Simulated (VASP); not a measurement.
Calculation: vdW-DF-cx, VASP's PBE PAW potentials (set 64) (plane waves; VASP).

The input files of a VASP run:

### KPOINTS
```
Automatic mesh
0
G
16 16 16
0 0 0
```

INCAR:
```
SYSTEM = Ta
PREC = Accurate; ENCUT = 520; LREAL = F
LASPH = T
EDIFF = 1E-7; NELM = 100; ALGO = Normal
LMAXMIX = 6
ISMEAR = 1; SIGMA = 0.1
GGA = CX; LUSE_VDW = T; AGGAC = 0.0
ISIF = 2
LWAVE = F; LCHARG = F
```

File POSCAR:
```
Ta
1.6110380
 -1.0000001055   1.0000001055   1.0000001055
  1.0000001055  -1.0000001055   1.0000001055
  1.0000001055   1.0000001055  -1.0000001055
Ta
1
Cart
  0.0000000000   0.0000000000   0.0000000000
```

POTCAR, in this order: Ta_pv (PBE.64 set). Program: vasp_std.

The resulting files:

**OSZICAR**
```
       N       E                     dE             d eps       ncg     rms          rms(c)
DAV:   1     0.496028061121E+02    0.49603E+02   -0.67317E+03  2618   0.119E+03
DAV:   2    -0.925355979341E+01   -0.58856E+02   -0.57884E+02  3352   0.250E+02
DAV:   3    -0.995700531014E+01   -0.70345E+00   -0.67500E+00  2963   0.271E+01
DAV:   4    -0.996091886637E+01   -0.39136E-02   -0.39107E-02  2976   0.177E+00
DAV:   5    -0.996094600351E+01   -0.27137E-04   -0.27137E-04  2940   0.122E-01    0.155E+01
DAV:   6    -0.964505965573E+01    0.31589E+00   -0.32485E-01  2710   0.709E+00    0.779E+00
DAV:   7    -0.954427058907E+01    0.10079E+00   -0.28382E-01  2732   0.632E+00    0.412E-01
DAV:   8    -0.954293482318E+01    0.13358E-02   -0.47230E-03  2831   0.904E-01    0.108E-01
DAV:   9    -0.954290298501E+01    0.31838E-04   -0.12558E-04  2760   0.144E-01    0.320E-02
DAV:  10    -0.954290080322E+01    0.21818E-05   -0.50527E-06  3100   0.324E-02    0.429E-03
DAV:  11    -0.954290067735E+01    0.12588E-06   -0.11887E-07  1997   0.487E-03    0.392E-04
DAV:  12    -0.954290066024E+01    0.17106E-07   -0.62860E-09  1376   0.103E-03
   1 F= -.95429007E+01 E0= -.95427101E+01  d E =-.571656E-03
```

### OUTCAR
```
------------------------ aborting loop because EDIFF is reached ----------------------------------------
  FORCE on cell =-STRESS in cart. coord.  units (eV):
  Direction    XX          YY          ZZ          XY          YZ          ZX
  --------------------------------------------------------------------------------------
  Total        1.4485092      1.4485092      1.4485092     -0.0000000     -0.0000000     -0.0000000
  in kB      138.7568296    138.7568296    138.7568296     -0.0000000     -0.0000000     -0.0000000
  external PRESSURE =     138.7568296 kB  Pullay stress =       0.0000000 kB
  volume of cell :       16.73
      direct lattice vectors                 reciprocal lattice vectors
    -1.611038170  1.611038170  1.611038170     0.000000000  0.310358879  0.310358879
     1.611038170 -1.611038170  1.611038170     0.310358879  0.000000000  0.310358879
     1.611038170  1.611038170 -1.611038170     0.310358879  0.310358879  0.000000000
 POSITION                                       TOTAL-FORCE (eV/Angst)
 -----------------------------------------------------------------------------------
      0.00000      0.00000      0.00000        -0.000000     -0.000000      0.000000
 -----------------------------------------------------------------------------------
    total drift:                               -0.000000      0.000000     -0.000000
  FREE ENERGIE OF THE ION-ELECTRON SYSTEM (eV)
  ---------------------------------------------------
  free  energy   TOTEN  =        -9.5429006602 eV

  energy  without entropy=       -9.5423290042  energy(sigma->0) =       -9.54271011
```
(Selected blocks of OUTCAR.)

The compound is Ta in the bcc structure. This cell is one point of a volume scan, at 0.94 of the reference volume.
